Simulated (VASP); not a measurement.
Output of a VASP run:

OSZICAR:
```
       N       E                     dE             d eps       ncg     rms          rms(c)
DAV:   1     0.158206312550E+02    0.15821E+02   -0.32980E+03  3456   0.294E+02
DAV:   2    -0.121273681766E+02   -0.27948E+02   -0.26742E+02  4480   0.762E+01
DAV:   3    -0.128101451422E+02   -0.68278E+00   -0.68001E+00  4344   0.941E+00
DAV:   4    -0.128110811433E+02   -0.93600E-03   -0.93599E-03  3984   0.380E-01
DAV:   5    -0.128110817336E+02   -0.59033E-06   -0.59033E-06  4384   0.101E-02    0.483E+00
DAV:   6    -0.122831813193E+02    0.52790E+00   -0.10982E+00  4072   0.213E+00    0.232E+00
DAV:   7    -0.122127697363E+02    0.70412E-01   -0.11751E-01  4224   0.865E-01    0.969E-01
DAV:   8    -0.122040178768E+02    0.87519E-02   -0.10612E-02  3984   0.358E-01    0.946E-02
DAV:   9    -0.122042213972E+02   -0.20352E-03   -0.45102E-04  4128   0.735E-02    0.379E-02
DAV:  10    -0.122042372847E+02   -0.15888E-04   -0.30647E-05  4096   0.175E-02    0.103E-02
DAV:  11    -0.122042369921E+02    0.29268E-06   -0.94655E-07  4192   0.361E-03    0.396E-03
DAV:  12    -0.122042373993E+02   -0.40725E-06   -0.31895E-07  4288   0.196E-03    0.341E-04
DAV:  13    -0.122042373831E+02    0.16189E-07   -0.57956E-09  2488   0.269E-04
   1 F= -.12204237E+02 E0= -.12204237E+02  d E =-.298166E-41
 imaginary and real dielectric function
```

OUTCAR:
```
------------------------ aborting loop because EDIFF is reached ----------------------------------------
  FORCE on cell =-STRESS in cart. coord.  units (eV):
  Direction    XX          YY          ZZ          XY          YZ          ZX
  --------------------------------------------------------------------------------------
  Total        0.0012838      0.0012838      0.0012838      0.0000000      0.0000000     -0.0000000
  in kB        0.0754482      0.0754482      0.0754482      0.0000000      0.0000000     -0.0000000
  external PRESSURE =       0.0754482 kB  Pullay stress =       0.0000000 kB
  volume of cell :       27.26
      direct lattice vectors                 reciprocal lattice vectors
     0.000000000  2.388803323  2.388803323    -0.209309823  0.209309823  0.209309823
     2.388803323  0.000000000  2.388803323     0.209309823 -0.209309823  0.209309823
     2.388803323  2.388803323  0.000000000     0.209309823  0.209309823 -0.209309823
  FREE ENERGIE OF THE ION-ELECTRON SYSTEM (eV)
  ---------------------------------------------------
  free  energy   TOTEN  =       -12.2042373831 eV

  energy  without entropy=      -12.2042373831  energy(sigma->0) =      -12.20423738

 plasma frequency squared (from intraband transitions) (eV^2)
  --------------------------------------------------------------------------------------
       0.000       0.000       0.000
       0.000       0.000      -0.000
       0.000      -0.000       0.000

 plasma frequency squared (from interband transitions, int dw w eps(2)(w)) (eV^2)
  --------------------------------------------------------------------------------------
     391.972       0.000      -0.000      -0.000       0.000      -0.000
      -0.000       0.000     391.972       0.000       0.000       0.000
       0.000       0.000       0.000      -0.000     391.972       0.000
```
(Selected blocks of OUTCAR.)

File POSCAR:
```
BAs
1
   -0.0000000000     2.3888033234     2.3888033234
    2.3888033234     0.0000000000     2.3888033234
    2.3888033234     2.3888033234    -0.0000000000
B As
1 1
Direct
  0.0000000000   0.0000000000   0.0000000000
  0.2500000000   0.2500000000   0.2500000000
```

Q: Reconstruct the remaining input files.

A: This is not unique; one that fits is the input of the run itself, PBEsol GGA, plane waves, VASP's PBE PAW potentials (set 64).

**INCAR**
```
SYSTEM = BAs
PREC = Accurate
ENCUT = 520
EDIFF = 1E-7
NELM = 100
ALGO = Normal
LREAL = .FALSE.
LASPH = .TRUE.
ISMEAR = 0
SIGMA = 0.01
GGA = PS
LMAXMIX = 4
LWAVE = .FALSE.
LCHARG = .FALSE.
LOPTICS = .TRUE.
NBANDS = 24
NEDOS = 1001
CSHIFT = 0.1
```

**KPOINTS**
```
Regular mesh
0
Gamma
  12 12 12
```

POTCAR, in this order: B As (PBE.64 set). Program: vasp_std.

The compound is BAs in the zinc blende structure. It was relaxed first.
